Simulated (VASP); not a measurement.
All values below come from vdW-DF-cx, VASP's PBE PAW potentials (set 64) (plane waves; VASP).

VASP input:

### POSCAR
```
NiSi2
1
    0.0000000000     2.7365162881     2.7365162881
    2.7365162881     0.0000000000     2.7365162881
    2.7365162881     2.7365162881     0.0000000000
Si Ni
2 1
Direct
  0.2500000000   0.2500000000   0.2500000000
  0.7500000000   0.7500000000   0.7500000000
  0.0000000000   0.0000000000   0.0000000000
```

**INCAR**
```
AGGAC  =  0.0
ALGO  =  Normal
EDIFF  =  1E-7
ENCUT  =  520
GGA  =  CX
ISIF  =  2
ISMEAR  =  1
LASPH  =  .True.
LCHARG  =  .False.
LMAXMIX  =  4
LREAL  =  .False.
LUSE_VDW  =  .True.
LWAVE  =  .False.
NELM  =  100
PREC  =  Accurate
SIGMA  =  0.1
SYSTEM  =  NiSi2
```

KPOINTS:
```
kpoints
0
Gamma
10 10 10
```

POTCAR, in this order: Si Ni (PBE.64 set). Program: vasp_std.

Output

File OSZICAR:
```
       N       E                     dE             d eps       ncg     rms          rms(c)
DAV:   1     0.737936879173E+02    0.73794E+02   -0.79184E+03  1222   0.140E+03
DAV:   2    -0.107987540114E+02   -0.84592E+02   -0.79740E+02  1272   0.249E+02
DAV:   3    -0.147424953695E+02   -0.39437E+01   -0.37917E+01  1581   0.588E+01
DAV:   4    -0.148248480432E+02   -0.82353E-01   -0.82189E-01  1422   0.816E+00
DAV:   5    -0.148270563645E+02   -0.22083E-02   -0.22079E-02  1608   0.141E+00    0.161E+01
DAV:   6    -0.196523494254E+02   -0.48253E+01   -0.53302E+01  1315   0.180E+02    0.249E+01
DAV:   7    -0.130371650223E+02    0.66152E+01   -0.15629E+01  1462   0.113E+02    0.413E+00
DAV:   8    -0.129584458589E+02    0.78719E-01   -0.22442E+00  1774   0.255E+01    0.266E+00
DAV:   9    -0.129134093127E+02    0.45037E-01   -0.29756E-01  1481   0.112E+01    0.630E-01
DAV:  10    -0.129110835007E+02    0.23258E-02   -0.12529E-02  1631   0.245E+00    0.263E-01
DAV:  11    -0.129111390818E+02   -0.55581E-04   -0.10998E-03  1507   0.276E-01    0.562E-02
DAV:  12    -0.129111652917E+02   -0.26210E-04   -0.42564E-05  1527   0.804E-02    0.189E-02
DAV:  13    -0.129111624910E+02    0.28007E-05   -0.12581E-05  1649   0.802E-02    0.655E-03
DAV:  14    -0.129111625246E+02   -0.33561E-07   -0.19115E-06  1870   0.181E-02    0.391E-03
DAV:  15    -0.129111624682E+02    0.56390E-07   -0.53641E-07  1559   0.170E-02
   1 F= -.12911162E+02 E0= -.12910777E+02  d E =-.115661E-02
```

OUTCAR:
```
------------------------ aborting loop because EDIFF is reached ----------------------------------------
  FORCE on cell =-STRESS in cart. coord.  units (eV):
  Direction    XX          YY          ZZ          XY          YZ          ZX
  --------------------------------------------------------------------------------------
  Total       -1.2617315     -1.2617315     -1.2617315     -0.0000000      0.0000000     -0.0000000
  in kB      -49.3234464    -49.3234464    -49.3234464     -0.0000000      0.0000000     -0.0000000
  external PRESSURE =     -49.3234464 kB  Pullay stress =       0.0000000 kB
  volume of cell :       40.98
      direct lattice vectors                 reciprocal lattice vectors
     0.000000000  2.736516288  2.736516288    -0.182714060  0.182714060  0.182714060
     2.736516288  0.000000000  2.736516288     0.182714060 -0.182714060  0.182714060
     2.736516288  2.736516288  0.000000000     0.182714060  0.182714060 -0.182714060
 POSITION                                       TOTAL-FORCE (eV/Angst)
 -----------------------------------------------------------------------------------
      1.36826      1.36826      1.36826        -0.000000     -0.000000     -0.000000
      4.10477      4.10477      4.10477         0.000000      0.000000      0.000000
      0.00000      0.00000      0.00000         0.000000      0.000000     -0.000000
 -----------------------------------------------------------------------------------
    total drift:                                0.000000     -0.000000     -0.000000
  FREE ENERGIE OF THE ION-ELECTRON SYSTEM (eV)
  ---------------------------------------------------
  free  energy   TOTEN  =       -12.9111624682 eV

  energy  without entropy=      -12.9100058582  energy(sigma->0) =      -12.91077693
```
(Selected blocks of OUTCAR.)

The compound is NiSi2 in the fluorite structure. This cell is one point of a volume scan, at 1.03 of the reference volume. The run is not spin-polarised, so no magnetic state was tried.
